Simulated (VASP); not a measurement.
These are PBE GGA, VASP's PBE PAW potentials (set 64) (plane waves; VASP) values and carry that method's errors.

A VASP calculation is set up with these files.

### KPOINTS
```
Automatic mesh
0
Gamma
8 8 2
0 0 0
```

POSCAR:
```
MoS2
1
    1.5926748456    -2.7585934702     0.0000000000
    1.5926748456     2.7585934702     0.0000000000
    0.0000000000     0.0000000000    14.0901814785
Mo S
2 4
Direct
  0.3333330000   0.6666670000   0.2500000000
  0.6666670000   0.3333330000   0.7500000000
  0.3333330000   0.6666670000   0.8608555161
  0.6666670000   0.3333330000   0.3608555161
  0.6666670000   0.3333330000   0.1391444839
  0.3333330000   0.6666670000   0.6391444839
```

### INCAR
```
ALGO=Normal
EDIFF=1E-6
EDIFFG=-0.02
ENCUT=500
GGA=PE
IBRION=2
ISIF=3
ISMEAR=0
LASPH=.True.
LCHARG=.False.
LMAXMIX=4
LREAL=.False.
LWAVE=.False.
NELM=100
NSW=40
PREC=Accurate
PSTRESS=50
SIGMA=0.05
SYSTEM=MoS2
```

POTCAR, in this order: Mo_sv S (PBE.64 set). Program: vasp_std.

The resulting files:

OSZICAR:
```
...
DAV:   2    -0.433289648041E+02    0.14064E-01   -0.19484E-01  1388   0.257E+00    0.972E-01
DAV:   3    -0.433253671429E+02    0.35977E-02   -0.13219E-02  1429   0.688E-01    0.426E-01
DAV:   4    -0.433241454628E+02    0.12217E-02   -0.68407E-03  1409   0.419E-01    0.157E-01
DAV:   5    -0.433241470590E+02   -0.15962E-05   -0.47954E-04  1507   0.127E-01    0.876E-02
DAV:   6    -0.433241361172E+02    0.10942E-04   -0.63968E-05  1501   0.399E-02    0.419E-02
DAV:   7    -0.433241410264E+02   -0.49092E-05   -0.17479E-05  1315   0.200E-02    0.777E-03
DAV:   8    -0.433241407177E+02    0.30876E-06   -0.41656E-06  1174   0.130E-02
  12 F= -.40257491E+02 E0= -.40257491E+02  d E =-.188030E-01
       N       E                     dE             d eps       ncg     rms          rms(c)
DAV:   1    -0.434039417244E+02   -0.79801E-01   -0.10283E+01  1240   0.178E+01    0.280E+00
DAV:   2    -0.433381590901E+02    0.65783E-01   -0.92268E-01  1418   0.555E+00    0.204E+00
DAV:   3    -0.433203087508E+02    0.17850E-01   -0.68362E-02  1451   0.153E+00    0.864E-01
DAV:   4    -0.433148162967E+02    0.54925E-02   -0.23171E-02  1414   0.790E-01    0.344E-01
DAV:   5    -0.433148540250E+02   -0.37728E-04   -0.16879E-03  1543   0.239E-01    0.204E-01
DAV:   6    -0.433147803893E+02    0.73636E-04   -0.43871E-04  1499   0.102E-01    0.908E-02
DAV:   7    -0.433147959570E+02   -0.15568E-04   -0.65192E-05  1482   0.415E-02    0.182E-02
DAV:   8    -0.433147943077E+02    0.16493E-05   -0.20797E-05  1531   0.292E-02    0.870E-03
DAV:   9    -0.433147937386E+02    0.56906E-06   -0.29090E-06  1056   0.103E-02
  13 F= -.40262845E+02 E0= -.40262845E+02  d E =-.241566E-01
       N       E                     dE             d eps       ncg     rms          rms(c)
DAV:   1    -0.433362648812E+02   -0.21471E-01   -0.14590E+00  1240   0.677E+00    0.123E+00
DAV:   2    -0.433276267292E+02    0.86382E-02   -0.13540E-01  1425   0.215E+00    0.828E-01
DAV:   3    -0.433249090267E+02    0.27177E-02   -0.10284E-02  1443   0.588E-01    0.345E-01
DAV:   4    -0.433240745923E+02    0.83443E-03   -0.52232E-03  1378   0.372E-01    0.163E-01
DAV:   5    -0.433240647873E+02    0.98049E-05   -0.30678E-04  1415   0.967E-02    0.699E-02
DAV:   6    -0.433240537740E+02    0.11013E-04   -0.50495E-05  1366   0.333E-02    0.319E-02
DAV:   7    -0.433240519473E+02    0.18267E-05   -0.22384E-05  1561   0.236E-02    0.112E-02
DAV:   8    -0.433240513018E+02    0.64549E-06   -0.78525E-06  1299   0.157E-02
  14 F= -.40266498E+02 E0= -.40266498E+02  d E =-.278097E-01
       N       E                     dE             d eps       ncg     rms          rms(c)
DAV:   1    -0.433720054900E+02   -0.47954E-01   -0.55256E-01  1270   0.551E+00    0.134E+00
DAV:   2    -0.433580110724E+02    0.13994E-01   -0.14292E-01  1390   0.237E+00    0.730E-01
DAV:   3    -0.433535491368E+02    0.44619E-02   -0.20361E-02  1351   0.677E-01    0.159E-01
DAV:   4    -0.433530636512E+02    0.48549E-03   -0.27211E-03  1254   0.298E-01    0.121E-01
DAV:   5    -0.433530430167E+02    0.20634E-04   -0.25599E-04  1463   0.102E-01    0.101E-01
DAV:   6    -0.433530171130E+02    0.25904E-04   -0.10505E-04  1523   0.489E-02    0.143E-02
DAV:   7    -0.433530138036E+02    0.33094E-05   -0.15998E-05  1408   0.227E-02    0.799E-03
DAV:   8    -0.433530137896E+02    0.13925E-07   -0.32269E-07   760   0.355E-03
  15 F= -.40278562E+02 E0= -.40278562E+02  d E =-.120647E-01
       N       E                     dE             d eps       ncg     rms          rms(c)
DAV:   1    -0.435996779337E+02   -0.24666E+00   -0.49380E+00  1270   0.165E+01    0.391E+00
DAV:   2    -0.434767650942E+02    0.12291E+00   -0.13455E+00  1382   0.723E+00    0.221E+00
DAV:   3    -0.434332341456E+02    0.43531E-01   -0.19473E-01  1351   0.209E+00    0.479E-01
DAV:   4    -0.434289209239E+02    0.43132E-02   -0.25623E-02  1262   0.879E-01    0.349E-01
DAV:   5    -0.434287226146E+02    0.19831E-03   -0.22689E-03  1451   0.308E-01    0.292E-01
DAV:   6    -0.434286236926E+02    0.98922E-04   -0.71446E-04  1573   0.128E-01    0.591E-02
DAV:   7    -0.434286132518E+02    0.10441E-04   -0.11688E-04  1460   0.557E-02    0.247E-02
DAV:   8    -0.434286140232E+02   -0.77135E-06   -0.45582E-06  1294   0.106E-02
  16 F= -.40303186E+02 E0= -.40303186E+02  d E =-.366886E-01
       N       E                     dE             d eps       ncg     rms          rms(c)
DAV:   1    -0.442187943656E+02   -0.79018E+00   -0.19400E+01  1277   0.325E+01    0.743E+00
DAV:   2    -0.437525124137E+02    0.46628E+00   -0.57586E+00  1389   0.148E+01    0.446E+00
DAV:   3    -0.435525564119E+02    0.19996E+00   -0.85940E-01  1375   0.439E+00    0.964E-01
DAV:   4    -0.435358311099E+02    0.16725E-01   -0.11826E-01  1325   0.174E+00    0.665E-01
DAV:   5    -0.435343250644E+02    0.15060E-02   -0.10273E-02  1531   0.648E-01    0.555E-01
DAV:   6    -0.435343240305E+02    0.10339E-05   -0.18631E-03  1512   0.217E-01    0.162E-01
DAV:   7    -0.435343144710E+02    0.95595E-05   -0.42572E-04  1571   0.945E-02    0.492E-02
DAV:   8    -0.435343173143E+02   -0.28433E-05   -0.22121E-05  1450   0.290E-02    0.226E-02
DAV:   9    -0.435343184996E+02   -0.11853E-05   -0.12654E-06   937   0.667E-03    0.545E-03
DAV:  10    -0.435343181755E+02    0.32410E-06   -0.96200E-07   910   0.475E-03
  17 F= -.40305660E+02 E0= -.40305660E+02  d E =-.391620E-01
       N       E                     dE             d eps       ncg     rms          rms(c)
DAV:   1    -0.436278481021E+02   -0.93530E-01   -0.39165E+00  1277   0.145E+01    0.351E+00
DAV:   2    -0.435264606965E+02    0.10139E+00   -0.94945E-01  1397   0.606E+00    0.187E+00
DAV:   3    -0.434971328605E+02    0.29328E-01   -0.13920E-01  1351   0.175E+00    0.424E-01
DAV:   4    -0.434936435805E+02    0.34893E-02   -0.19948E-02  1240   0.835E-01    0.332E-01
DAV:   5    -0.434936753032E+02   -0.31723E-04   -0.20385E-03  1519   0.273E-01    0.271E-01
DAV:   6    -0.434935957508E+02    0.79552E-04   -0.10886E-03  1480   0.155E-01    0.373E-02
DAV:   7    -0.434935937954E+02    0.19554E-05   -0.19080E-04  1401   0.839E-02    0.138E-02
DAV:   8    -0.434935937615E+02    0.33909E-07   -0.37276E-06  1276   0.126E-02
  18 F= -.40311860E+02 E0= -.40311860E+02  d E =-.453622E-01
       N       E                     dE             d eps       ncg     rms          rms(c)
DAV:   1    -0.434988442745E+02   -0.52505E-02   -0.48376E-02  1282   0.129E+00    0.224E-01
DAV:   2    -0.434984106357E+02    0.43364E-03   -0.52386E-03  1402   0.453E-01    0.153E-01
DAV:   3    -0.434982928963E+02    0.11774E-03   -0.44346E-04  1512   0.101E-01    0.669E-02
DAV:   4    -0.434982720511E+02    0.20845E-04   -0.97157E-05  1345   0.547E-02    0.495E-02
DAV:   5    -0.434982691033E+02    0.29478E-05   -0.66770E-06  1377   0.140E-02    0.214E-02
DAV:   6    -0.434982668801E+02    0.22232E-05   -0.71807E-06  1204   0.121E-02    0.362E-03
DAV:   7    -0.434982666448E+02    0.23527E-06   -0.13156E-06   718   0.748E-03
  19 F= -.40313029E+02 E0= -.40313029E+02  d E =-.116928E-02
       N       E                     dE             d eps       ncg     rms          rms(c)
DAV:   1    -0.435156324729E+02   -0.17366E-01   -0.43652E-01  1282   0.388E+00    0.678E-01
DAV:   2    -0.435117359695E+02    0.38965E-02   -0.46745E-02  1402   0.135E+00    0.460E-01
DAV:   3    -0.435107012490E+02    0.10347E-02   -0.38353E-03  1504   0.299E-01    0.203E-01
DAV:   4    -0.435105088147E+02    0.19243E-03   -0.87783E-04  1338   0.163E-01    0.148E-01
DAV:   5    -0.435104994175E+02    0.93972E-05   -0.60214E-05  1760   0.414E-02    0.645E-02
DAV:   6    -0.435104916013E+02    0.78161E-05   -0.58945E-05  1270   0.301E-02    0.993E-03
DAV:   7    -0.435104900780E+02    0.15233E-05   -0.11796E-05  1486   0.203E-02    0.291E-03
DAV:   8    -0.435104900318E+02    0.46234E-07   -0.32691E-07   767   0.354E-03
  20 F= -.40314726E+02 E0= -.40314726E+02  d E =-.286654E-02
```

### OUTCAR
```
------------------------ aborting loop because EDIFF is reached ----------------------------------------
  FORCE on cell =-STRESS in cart. coord.  units (eV):
  Direction    XX          YY          ZZ          XY          YZ          ZX
  --------------------------------------------------------------------------------------
  Total        3.1726008      3.1725994      3.1631057      0.0000000      0.0000000     -0.0000000
  in kB       49.6376000     49.6375784     49.4890423      0.0000000      0.0000000     -0.0000000
  external PRESSURE =      -0.4119264 kB  Pullay stress =      50.0000000 kB
  volume of cell :      102.40
      direct lattice vectors                 reciprocal lattice vectors
     1.571038950 -2.721118690  0.000000000     0.318260728 -0.183747957  0.000000000
     1.571038950  2.721118690  0.000000000     0.318260728  0.183747957 -0.000000000
     0.000000000  0.000000000 11.977075953    -0.000000000  0.000000000  0.083492833
 POSITION                                       TOTAL-FORCE (eV/Angst)
 -----------------------------------------------------------------------------------
      1.57104      0.90704      2.99427         0.000000      0.000000      0.000000
      1.57104     -0.90704      8.98281        -0.000000     -0.000000      0.000000
      1.57104      0.90704     10.54897        -0.000000     -0.000000     -0.011711
      1.57104     -0.90704      4.56044         0.000000      0.000000     -0.011711
      1.57104     -0.90704      1.42810         0.000000      0.000000      0.011711
      1.57104      0.90704      7.41664         0.000000     -0.000000      0.011711
 -----------------------------------------------------------------------------------
    total drift:                                0.000219      0.001580     -0.000030
  FREE ENERGIE OF THE ION-ELECTRON SYSTEM (eV)
  ---------------------------------------------------
  free  energy   TOTEN  =       -43.5104900318 eV

  energy  without entropy=      -43.5104900318  energy(sigma->0) =      -43.51049003
  enthalpy is  TOTEN    =       -40.3147263358 eV   P V=        3.1957636961

 reached required accuracy - stopping structural energy minimisation
```
(Selected blocks of OUTCAR.)

### CONTCAR
```
MoS2
   1.00000000000000
     1.5710389497914901   -2.7211186896523958    0.0000000000000000
     1.5710389497914901    2.7211186896523958    0.0000000000000000
     0.0000000000000000    0.0000000000000000   11.9770759526819113
  Mo              S
     2     4
Direct
     0.3333330000000032    0.6666669999999968    0.2500000000000000
     0.6666669999999968    0.3333330000000032    0.7500000000000000
     0.3333330000000032    0.6666669999999968    0.8807637855401523
     0.6666669999999968    0.3333330000000032    0.3807637855401523
     0.6666669999999968    0.3333330000000032    0.1192362144598478
     0.3333330000000032    0.6666669999999968    0.6192362144598477
```

Energy and stress use the plane-wave basis of the starting cell. Without a dispersion term in the relaxation, distances and binding between the weakly bound layers, chains or molecules are unreliable, and so is what depends on them.

The compound is MoS2 in the 2H layered structure. This run relaxes it under an external pressure of 5 GPa. Symmetry was kept, so distortions that lower it aren't found.
